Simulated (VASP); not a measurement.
## HfC: relaxation of cell and atoms with PBE

The system is HfC.

```
Hf C
1.0
     0.00000    2.32500    2.32500
     2.32500    0.00000    2.32500
     2.32500    2.32500    0.00000
Hf C
1 1
Direct
  0.50000 0.50000 0.50000
  0.00000 0.00000 0.00000
```

| Item | Value |
| --- | --- |
| Program | VASP 6.6.1 |
| Task | relaxation of cell and atoms |
| Functional | PBE |
| Potentials or basis | VASP PAW PBE potentials, release 64 (Hf_pv, C) |
| Cutoff | 520 eV |
| k mesh | 16 × 16 × 16 |
| Occupations | gaussian, width 0.1 eV |
| Spin | no spin polarisation |
| Further INCAR settings | ALGO = Normal; EDIFF = 1e-06; IBRION = 2; EDIFFG = -0.01; NSW = 90; ISIF = 3 |

```
Relaxed volume                         : 12.54 Å³/atom
Relaxed cell                           : a = 3.286 Å, b = 3.286 Å, c = 3.286 Å, α = 60.00°, β = 60.00°, γ = 60.00°
Space group after relaxing (to 0.05 Å) : Fm-3m (No. 225)
Energy gained by relaxing              : 0.0 meV/atom
Ionic steps                            : 3
Pressure after relaxing                : 0.0 GPa
Band gap on the k mesh                 : none (metal or under the smearing width)
```

Final structure:
```
Hf C
1.0
     0.00000    2.32357    2.32357
     2.32357    0.00000    2.32357
     2.32357    2.32357    0.00000
Hf C
1 1
Direct
  0.50000 0.50000 0.50000
  0.00000 0.00000 0.00000
```

Levels at points of the mesh, in eV from the Fermi level:
```tsv
k point	band 3	band 4	band 5	band 6	band 7	band 8	band 9	band 10	band 11
(0.00, 0.00, 0.00)	-29.54	-12.30	1.02	1.02	1.02	1.41	1.41	1.41	3.42
(0.50, 0.00, 0.00)	-29.61	-8.54	-6.12	-2.97	-2.97	5.35	5.35	5.81	6.58
(0.50, 0.50, 0.00)	-29.77	-10.40	-2.56	-1.76	-0.07	-0.07	5.34	6.77	6.77
```

Run time: 19 s on 1 thread of Intel(R) Xeon(R) 6975P-C (Granite Rapids), with other jobs on the host, peak memory 0.18 GiB.

Spin-orbit coupling is left out, which matters for the levels of Hf.
